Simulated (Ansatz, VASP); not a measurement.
# Cross-check of GaAs between VASP and Ansatz, part 2 of 2

One calculation is typed for both programs; each brings its own data sets. How far apart do they land? The cell is taken from a series of runs on this material, whose earlier steps may have relaxed, scaled, displaced or heated it; both programs get it as it stands.

VASP 6.6.1 and Ansatz 0.2.0.

So far: Starting point; VASP: zone-centre phonons, LDA.

## 3. Ansatz: zone-centre phonons, LDA

Level of this step: Ansatz beside VASP: Kohn-Sham DFT, plane waves, LDA (Ansatz).

Ansatz runs on its PAW soft_1 files.

The same cell, functional (in two slightly different forms) and mesh now go to Ansatz.

Input file input.yaml:

```yaml
crystal:
  lattice:
    - [0.0, 2.8016813138, 2.8016813138]
    - [2.8016813138, 0.0, 2.8016813138]
    - [2.8016813138, 2.8016813138, 0.0]
  atoms:
    - { symbol: Ga, position: [0.0, 0.0, 0.0] }
    - { symbol: As, position: [0.25, 0.25, 0.25] }
kpoints:
  mp_grid: { grid: [20, 20, 20] }
hamiltonian:
  xc: lda
  pseudopotentials: { kind: paw, azcp: { folder: soft_1 }, xc_functional: pbe }
scf:
  occupations: { method: fixed }
output:
  eigenvalues: true
phonons:
  method: dfpt
  qmesh: [2, 2, 2]
  temperatures: { t_max: 1000, t_step: 50 }
  qpath:
    path:
      - [[0.0, 0.0, 0.0], [-0.5, -0.5, 0.0], [-0.375, -0.375, 0.25]]
      - [[-0.375, 0.0, 0.375], [0.0, 0.0, 0.0], [0.0, 0.0, 0.5], [-0.5, -0.25, 0.25], [-0.5, -0.5, 0.0]]
    npoints: 10
basis:
  ecutwfc: 360
```

On the command line:

```console
> ansatz run input.yaml --threads 8 --pin off --max-ram 16384MiB --backend cpu --events-out ev --progress --plain --runs-dir out
```

Numbers of over 12 decimals in the logs are rounded to 6 here.

What it wrote:

```text
Warning: basis.ecutwfc = 360 eV is below the records' recommended 420 eV, and the density's cutoff is lower with it unless basis.ecutrho_ratio is high enough to keep the records' density cutoff: compare with a run at a higher cutoff
Warning: phonons: the dynamical matrix that this run interpolates holds no multipole term above the dipole-dipole one, and a site of this crystal is no centre of inversion, so its interpolated transverse optical and acoustic branches and sound speeds can stay off near Gamma, and the density of states and the thermodynamics with them. What a run solves at a wave vector of phonons.qpoints, Gamma apart, where the deck admits one, is free of this, and under fd what a larger phonons.supercell samples
Engine: ansatz 0.2.0, x86_64-unknown-linux-gnu
Pseudopotentials: kind: paw
Pseudopotential: Ga, paw, valence charge 13, recommended cutoff 420 eV (normal), soft_1/Ga.paw.azcp
Pseudopotential: As, paw, valence charge 15, recommended cutoff 420 eV (normal), soft_1/As.paw.azcp
Functional definition: SPW92
  exchange = slater_x
  correlation = pw_c
Crystal: 2 atoms, lattice volume = 43.983 Å³
Basis set: ecut = 360 eV, 701 PW (Γ), exchange–correlation on 50×50×50 points (8 copies of the dense FFT grid, shifted against one another)
Bands: 18, of which v1, the nominal top of the filled ones, is band 14 counted from 1 (13 counted from 0)
Symmetry: 24 space group operations
k-points: 256 of 8000 (time reversal used)
Non-local potential: Ga, projectors of the file, l = 0: 2, l = 1: 2, l = 2: 3, l = 3: 1
Non-local potential: As, projectors of the file, l = 0: 2, l = 1: 2, l = 2: 3, l = 3: 1
PAW form: soft (Blöchl's): semilocal exchange-correlation on the pseudo side does not see the compensation charge
PAW frozen core: Ga, regenerated for the run's functional, and the local potential with it (the file was generated under x = pbe(κ = 0.804, μ = 0.219515), c = pbe(β = 0.066725))
PAW frozen core: As, regenerated for the run's functional, and the local potential with it (the file was generated under x = pbe(κ = 0.804, μ = 0.219515), c = pbe(β = 0.066725))
PAW one-centre angular grid: Ga, 590 points (default); XC on 64 Gauss nodes
PAW one-centre angular grid: As, 590 points (default); XC on 64 Gauss nodes
Initial density: superposition of atomic densities (chi_scale 0.1, normalization cell, long waves kept (reshape's long-wave potential 0.00 eV rms))
Initial wavefunctions: pseudopotential atomic-orbital guess
Functional: x = slater, c = lda
SCF iter   1: F=—  HF=-8481.456720 eV  |F-HF|=—  |Δ(HF+E_count)|=         —  Δρ=4.27e-2  dr2=5.03e-1  ethr=3.10e-3  ⟨swp⟩=4.8  Hψ=19316  notcnv=0  defer=315
preconditioner: auto → none  [insulator: Δε(μ)=0.563 eV  Ē_g=15.882 eV  n_scr=14 (ndim 8)  ℏωp=23.8 eV  f_vac=0.000  ε∞_Penn≈3.2]
SCF iter   2: F=—  HF=-8481.327240 eV  |F-HF|=—  |Δ(HF+E_count)|=   1.29e-1  Δρ=1.75e-2  dr2=7.77e-2  ethr=1.80e-3  ⟨swp⟩=2.0  Hψ=7214  notcnv=0  defer=466
SCF iter   3: F=—  HF=-8481.308448 eV  |F-HF|=—  |Δ(HF+E_count)|=   1.88e-2  Δρ=5.84e-3  dr2=7.52e-3  ethr=2.78e-4  ⟨swp⟩=2.0  Hψ=7464  notcnv=0  defer=472
SCF iter   4: F=—  HF=-8481.302774 eV  |F-HF|=—  |Δ(HF+E_count)|=   5.67e-3  Δρ=1.07e-3  dr2=1.73e-4  ethr=2.69e-5  ⟨swp⟩=2.2  Hψ=7495  notcnv=0  defer=500
SCF iter   5: F=—  HF=-8481.302786 eV  |F-HF|=—  |Δ(HF+E_count)|=   1.23e-5  Δρ=1.95e-4  dr2=1.76e-5  ethr=6.19e-7  ⟨swp⟩=2.0  Hψ=8708  notcnv=0  defer=501
SCF iter   6: F=—  HF=-8481.302779 eV  |F-HF|=—  |Δ(HF+E_count)|=   7.35e-6  Δρ=6.27e-5  dr2=9.98e-7  ethr=6.29e-8  ⟨swp⟩=2.0  Hψ=8192  notcnv=0  defer=134
SCF iter   7: F=—  HF=-8481.302778 eV  |F-HF|=—  |Δ(HF+E_count)|=   2.54e-7  Δρ=1.54e-5  dr2=3.94e-8  ethr=3.57e-9  ⟨swp⟩=2.1  Hψ=7788  notcnv=0
SCF iter   8: F=—  HF=-8481.302778 eV  |F-HF|=—  |Δ(HF+E_count)|=   1.37e-8  Δρ=3.61e-6  dr2=2.53e-9  ethr=1.41e-10  ⟨swp⟩=2.0  Hψ=7176  notcnv=0
SCF iter   9: F=—  HF=-8481.302778 eV  |F-HF|=—  |Δ(HF+E_count)|=   1.77e-9  Δρ=3.18e-7  dr2=1.72e-11  ethr=9.03e-12  ⟨swp⟩=2.1  Hψ=6986  notcnv=0
SCF iter  10: F=-8481.302778 eV  HF=-8481.302778 eV  |F-HF|=1.82e-12  |Δ(HF+E_count)|=  5.46e-12  Δρ=1.62e-8  dr2=5.63e-14  ethr=1.00e-12  ⟨swp⟩=6.1  Hψ=24188  notcnv=0
SCF 1 converged in 10 iterations: F = -8481.302778 eV  dr2 = 5.63e-14
  greatest PAW one-centre occupation: 0.999 electrons in one spin orbital (limit 2), on the As atom at site 1 (counted from 0), in its partial waves of l = 2
k-points: 1166 of 8000 (irreducible under 4 space group operations, time reversal used)
Initial density: read from a saved state, or passed on in memory by an earlier SCF of this step, an earlier step, the calling program or the single point that the run made first
iter 1 solved again at ethr=3.63e-7 eV; its pass at ethr=3.10e-3 eV (dr2=1.02e-4 eV) is discarded
SCF iter   1: F=—  HF=-8481.302778 eV  |F-HF|=—  |Δ(HF+E_count)|=         —  Δρ=7.01e-7  dr2=8.97e-11  ethr=3.63e-7  ⟨swp⟩=2.0  Hψ=136398  notcnv=0  defer=2278
eigensolver tolerance schedule: the retry pair's looser diagonalisation over-reported the residual by 1134426.45 of it (diagonalisation noise at an unbounded share of the residual, at the tolerance the schedule requests for it); recorded, not acted on — ethr = c·dr2/N_el stays at c = 1.0e-1
[...]
preconditioner: auto → none  [insulator: Δε(μ)=0.522 eV  Ē_g=13.115 eV  n_scr=14 (ndim 8)  ℏωp=23.8 eV  f_vac=0.069  ε∞_Penn≈4.3]
SCF iter   2: F=—  HF=-8481.302764 eV  |F-HF|=—  |Δ(HF+E_count)|=   2.00e-6  Δρ=1.19e-4  dr2=9.61e-7  ethr=1.25e-8
SCF iter   3: F=—  HF=-8481.302764 eV  |F-HF|=—  |Δ(HF+E_count)|=   9.18e-7  Δρ=2.85e-5  dr2=1.32e-7  ethr=3.43e-9
SCF iter   4: F=-8481.302764 eV  HF=-8481.302764 eV  |F-HF|=3.57e-9  |Δ(HF+E_count)|=   9.27e-8  Δρ=2.71e-6  dr2=2.77e-9  ethr=4.73e-10
SCF 1 converged in 4 iterations: F = -8481.302764 eV  dr2 = 2.77e-9
DFPT response loops at Γ: mixed as the last ones told, above
NSCF: frozen V_eff on 256 k-points
NSCF: frozen V_eff on 641 k-points
DFPT response loops at q = (0, 0, 0) (fractional): mixed as the last ones told, above
NSCF: frozen V_eff on 4224 k-points
DFPT response loops at q = (0, 0, -0.5) (fractional): preconditioner auto → Resta (q_TF=auto, 2.530 Å⁻¹)  ε∞=11.1 (no band partly filled); β = 1.00, the filter's whole step (`scf.mixing.beta` (0.50) is not read by the response loops at its default; to damp them type it under 1.00, their step now; it binds the ground state too); Broyden in place of MSR1
NSCF: frozen V_eff on 2332 k-points
DFPT response loops at q = (0, -0.5, -0.5) (fractional): mixed as the last ones told, above
SCF converged after 10 iterations
Free energy (F): -8481.302778 eV
Harris-Foulkes:  -8481.302778 eV  (|F-HF|=1.82e-12)
Internal energy: -8481.302778 eV  (E = F + TS)
E sigma→0 (E₀):  -8481.302778 eV
Fermi energy:    7.971726 eV
--- Per-component energies (eV) ---
  E_band       = -322.596338
  E_kinetic    = 211.323166
  E_local      = -3628.122335  (includes V_loc(G=0)·N_el)
  E_nonlocal   = -481.020447
  E_hartree    = 2117.151667
  E_xc         = -133.893301
  E_vxc        = -131.194954  (∫ρ·V_xc dr)
  E_paw        = -3847.573004  (= ΣΔE_a)
  E_vpaw       = -527.884470  (= ΣTr[D̂ρ^β])
  E_aug_tail   = -0.000637  (compensation charges beyond the density's cutoff)
  E_ewald      = -2722.971598
  E_core_change = 3.803710  (= ΣΔE_core)
  E_smearing   = -0.000000  (= −TS)
  E_closure    = 0.000000  (closes the sum)
  Σ components = -8481.302778   (vs F -8481.302778, Δ=0.00e0)
--- Band table (eV; the first three rows and the last of 256) ---
  k-point 0: bands = [... 10 lower, -5.0052, 7.9717, 7.9717, 7.9717, 8.4613, 11.6696, 11.6696, 11.6696]
  k-point 1: bands = [... 10 lower, -4.9744, 7.3159, 7.9270, 7.9270, 8.9832, 11.7105, 11.7361, 11.7361]
  k-point 2: bands = [... 10 lower, -4.8831, 6.4138, 7.8052, 7.8052, 9.4362, 11.9143, 11.9143, 11.9236]
  k-point 255: bands = [... 10 lower, -2.3329, 1.1741, 4.2897, 4.4804, 12.6267, 12.6357, 13.3624, 13.9444]
--- Phonons (Γ-DFPT): 2 representative perturbations + reference (Σ response iterations 6) ---
  ASR residual: 2.841e-5 → 0.000e0 eV/Å²; symmetrization residual: 1.721e-6 eV/Å²
  ASR residual per site (eV/Å²): 2.84e-5 1.19e-5
  Γ frequencies (cm⁻¹): 0.00 0.00 0.00 268.64 268.64 268.64
  Unit cell's response to a homogeneous field: 3 representative field directions (Σ response iterations 15)
  ε∞ (high-frequency dielectric tensor):
       13.971908    -0.000000     0.000000
       -0.000000    13.971908     0.000000
        0.000000     0.000000    13.971908
  ε⁰ (static dielectric tensor): not given — the deck does not say what the cell's rigid motions are, and on a molecule in a box or a wire the rigid rotations would enter the sum over the modes at Γ. For a crystal or a slab, whose only rigid motions are the translations, set phonons.rigid_motions: translations.
  Born effective charges Z* (e; rows j = field, columns β = displacement):
    site 0:
         2.06037   -0.00000    0.00000
        -0.00000    2.06037    0.00000
        -0.00000    0.00000    2.06037
    site 1:
        -2.06037    0.00000   -0.00000
         0.00000   -2.06037   -0.00000
         0.00000   -0.00000   -2.06037
  Z* charge neutrality: 8.989e-4 e pre-enforcement
  solved inside a basis spanned on the 20×20×20 k-mesh, on 22×22×22 k-points transformed towards the longest dipole: ε∞ is read to err by 4.1e-2, Z* by 1.6e-2 e; Z* is corrected for what the basis lacks
  optical modes at Γ without the LO–TO term, one row a degenerate level:
      ω (cm⁻¹)  modes    IR ((D/Å)²/amu)
        268.64      3             8.1357
  optical modes at Γ + LO–TO along q̂ = [1.0000, 0.0000, 0.0000]:
      ω (cm⁻¹)  modes    IR ((D/Å)²/amu)
        268.64      2             5.4238
        285.62      1             2.7119
  optical modes at Γ + LO–TO along q̂ = [0.0000, 1.0000, 0.0000]:
      ω (cm⁻¹)  modes    IR ((D/Å)²/amu)
        268.64      2             5.4238
        285.62      1             2.7119
  optical modes at Γ + LO–TO along q̂ = [0.0000, 0.0000, 1.0000]:
      ω (cm⁻¹)  modes    IR ((D/Å)²/amu)
        268.64      2             5.4238
        285.62      1             2.7119
--- Phonons (arbitrary-q DFPT): 3 irreducible q on the 2×2×2 mesh ---
  q = [0.0000, 0.0000, 0.0000] (star 1, of the zone-centre solve; hermiticity 3.59e-7, symmetrization 9.55e-13): -0.00 0.00 0.00 268.64 268.64 268.64
  q = [0.0000, 0.0000, -0.5000] (star 4, 2 solved perturbations on 2112 of 8000 k-point pairs; hermiticity 7.07e-7, symmetrization 1.19e-12): 59.35 59.35 205.79 236.65 261.63 261.63
  q = [0.0000, -0.5000, -0.5000] (star 3, 4 solved perturbations in 3614 linear systems a pass and spin channel, the states on 1166 of 8000 k-point pairs; hermiticity 1.22e-6, symmetrization 3.81e-13): 75.20 75.20 220.84 235.93 253.56 253.56
  sum rule: each row above includes the acoustic sum rule's correction from the zone centre's row sums; it moved no ω² by more than (0.33 cm⁻¹)²
  mesh force constants: q→R imaginary residual 1.54e-17; ASR residual 2.841e-5 → 0.000e0 eV/Å²; symmetrization residual 3.997e-15 eV/Å²
  interpolated dispersion: 63 rows × 6 modes
  density of states and harmonic sums: on the 20×20×20 q-mesh, interpolated from the force constants of a 2×2×2 supercell (with the dipole–dipole term)
  largest difference from the sums on the solved wave vectors: F 6.59e-2 eV, S 9.82e-5 and C_V 3.23e-5 eV/K
  zero-point energy: 0.067705 eV/cell   skipped modes (ω ≤ 0): 3   left out of the sums: 6.25e-5 of the cell's modes: C_V's classical limit lies that fraction below 3 k_B per atom; for a crystal, a wire or a layer, F and S can be off by more, and a phonons.interpolated_qmesh denser along its periods is the remedy for the sampling
```

## 4. Comparison

Known differences besides the potentials themselves: fixed occupations in Ansatz, narrow Gaussian smearing in VASP; VASP's run holds the zone centre alone; VASP's response is taken on the typed mesh, Ansatz refines its own for the field response alone; the data sets hold 28 valence electrons in Ansatz (on its PAW soft_1 files) and 18 in VASP; the cutoff is 360 eV in Ansatz and 500 eV in VASP; VASP's log shows a relativistic correction to its local exchange, Ansatz's none; Ansatz's log warns that its cutoff lies below the recommended one. Total energies have different zeros and are not compared.

Compared:

```
                                     quantity  Ansatz   VASP  difference
                                        ε∞ xx   13.97  14.36     -2.72 %
                                        ε∞ yy   13.97  14.36     -2.72 %
                                        ε∞ zz   13.97  14.36     -2.72 %
Born charge of Ga1 (mean of the diagonal) (e)    2.06   2.05       +0.02
Born charge of As2 (mean of the diagonal) (e)   -2.06  -2.05       -0.02
                   optical mode 1 to 3 (cm⁻¹)   268.6  270.6     -0.74 %
```

Modes are paired by rising frequency, not by their patterns, so a pair may set unlike modes beside each other; they are those without the splitting of longitudinal modes.

## 5. Summary of results

```yaml
r_m_s_difference_of_the_optical_zone_centre_modes_each_program_s_sorted_by_frequency_zone_centre_phonons_lda: 2.0 cm⁻¹
difference_in_eps_infinity_xx_zone_centre_phonons_lda: -2.7 %
```

**Reading.** The r.m.s. difference of the optical zone-centre modes, each program's sorted by frequency is 2.0 cm⁻¹ (zone-centre phonons, LDA). The data sets hold unlike numbers of valence electrons (28 in Ansatz and 18 in VASP), so part of the differences comes from the potentials. Among the rows given in per cent, the largest difference of the zone-centre phonons, LDA pair is in ε∞ xx, -2.7 %. How closely two codes agree says nothing of how well the functional describes the real material.

[Lines on the potential files, build, host, timing and source positions are cut from VASP's logs without a mark.]

[Logs are printed without paths, hosts, clocks, repeated set-up lines and the standing remarks that a program may print on its own settings, such as how far it seeks lower states.]

[Hosts, paths, dates, database ids (printed as entryN), source tags and the programs' standing remarks are cut or masked in the printed files.]
